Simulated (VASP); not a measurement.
A VASP calculation is set up with these files.

File KPOINTS:
```
Automatic
0
Gamma
9 9 9
0 0 0
```

### INCAR
```
ALGO = Normal
EDIFF = 1E-7
ENCUT = 520
GGA = PE
ISIF = 2
ISMEAR = 0
IVDW = 13
LASPH = T
LCHARG = F
LREAL = F
LWAVE = F
NELM = 100
PREC = Accurate
SIGMA = 0.05
SYSTEM = CaO
```

**POSCAR**
```
CaO
4.7614110
  0.0000000000   0.4999999810   0.4999999810
  0.4999999810   0.0000000000   0.4999999810
  0.4999999810   0.4999999810   0.0000000000
Ca O
1 1
Cartesian
  0.0000000000   0.0000000000   0.0000000000
  0.4999999810   0.4999999810   0.4999999810
```

POTCAR, in this order: Ca_sv O (PBE.64 set). Program: vasp_std.

Task: Translate this PBE-D4 calculation to Ansatz.

Result: One equivalent input (not run):
Ansatz 0.2 input:
```yaml
crystal:
  lattice:
    - [0.0000000, 2.3807054, 2.3807054]
    - [2.3807054, 0.0000000, 2.3807054]
    - [2.3807054, 2.3807054, 0.0000000]
  atoms:
    - { symbol: Ca, position: [0.0000000, 0.0000000, 0.0000000] }
    - { symbol: O, position: [0.5000000, 0.5000000, 0.5000000] }
kpoints:
  mp_grid: { grid: [9, 9, 9] }
hamiltonian:
  xc: pbe
  dispersion: d4
  pseudopotentials: { kind: paw }
scf:
  occupations: { method: gaussian, width: 0.05 }
  max_iter: 100
output: { forces: true, stress: true, eigenvalues: true }
```
What does not carry over: each code has its own PAW files, so the cut-off isn't converted (ENCUT is set for VASP's; basis.ecutwfc is left out, and Ansatz then takes the one that its files recommend); Ansatz stops its SCF on the density residual and VASP on the energy change (EDIFF).

The compound is CaO in the rock salt structure. This cell is one point of a volume scan, at 0.97 of the reference volume.
